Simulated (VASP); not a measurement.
Write the native input for VASP 6.6.1 that does the following.

```yaml
Task: relaxation of cell and atoms
Functional: PBE
Potentials_or_basis: VASP PAW PBE potentials, release 64 (Sr_sv, Zr_sv, O)
Cutoff: 520 eV
k_mesh: 4 × 4 × 4
Occupations: gaussian, width 0.15 eV
Spin: no spin polarisation
Further_INCAR_settings: PREC = Normal; ALGO = Fast; EDIFF = 0.0001; IBRION = 2; EDIFFG = -0.08; NSW = 24; ISIF = 3
```

The structure of SrZr2O3 lies in POSCAR:

```
SrZr2O3
1.0
    2.3947642800      1.3826178000      4.9563955000
   -2.3947642800      1.3826178000      4.9563955000
    0.0000000000     -2.7652356000      4.9563955000
Sr Zr O
1 2 3
Direct
    0.0000000000      0.0000000000      0.0000000000
    0.8133944600      0.8133944600      0.8133944600
    0.1866055400      0.1866055400      0.1866055400
    0.5000000000      0.5000000000      0.0000000000
    0.0000000000      0.5000000000      0.5000000000
    0.5000000000      0.0000000000      0.5000000000
```

The cell was built by a generator and needn't be a form met in nature.

These files were run (other wordings do the same):

INCAR

```
ALGO     = Fast           # electronic algorithm
EDIFF    = 1E-4           # SCF threshold, eV
EDIFFG   = -0.08          # ionic threshold
ENCUT    = 520            # plane-wave cutoff, eV
GGA      = PE             # functional
IBRION   = 2              # ionic algorithm
ISIF     = 3              # what is computed and relaxed
ISMEAR   = 0              # smearing method
KPAR     = 2            
LASPH    = T              # aspherical terms in the spheres
LCHARG   = F              # write CHGCAR
LREAL    = F              # projectors in reciprocal space
LWAVE    = F              # write WAVECAR
NELM     = 60             # most SCF steps
NSW      = 24             # ionic steps
PREC     = Normal         # precision mode
SIGMA    = 0.15           # smearing width, eV
```

KPOINTS

```
k-points
0
Gamma
  4 4 4
```

Potentials or basis: VASP PAW PBE potentials, release 64 (Sr_sv, Zr_sv, O).

The run is started by

```console
$ cat potpaw_PBE.64/Sr_sv/POTCAR potpaw_PBE.64/Zr_sv/POTCAR potpaw_PBE.64/O/POTCAR > POTCAR
$ mpirun -np 2 vasp_std > vasp.out
```

It gave:

| Item | Value |
| --- | --- |
| Relaxed volume | 22.74 Å³/atom |
| Relaxed cell | a = 5.907 Å, b = 5.907 Å, c = 5.907 Å, α = 57.22°, β = 57.22°, γ = 57.22° |
| Space group after relaxing (to 0.05 Å) | R-3m (No. 166) |
| Energy gained by relaxing | 2104.4 meV/atom |
| Ionic steps | 16 |
| Pressure after relaxing | 0.2 GPa |
| Largest force after relaxing | 0.067 eV/Å |
| Band gap on the k mesh | none (metal or under the smearing width) |

Caveat: the k mesh is coarse (spacing up to 0.39 Å⁻¹), so the values aren't converged; the volume moved by over 15 % at a fixed basis, so the end points are rough; the relaxation stopped at a loose force limit of 0.08 eV/Å, so its end isn't a converged minimum.

Wall time 3 min on 2 MPI ranks on Intel(R) Xeon(R) 6975P-C (Granite Rapids), on a shared host, peak memory 0.2 GiB a rank.
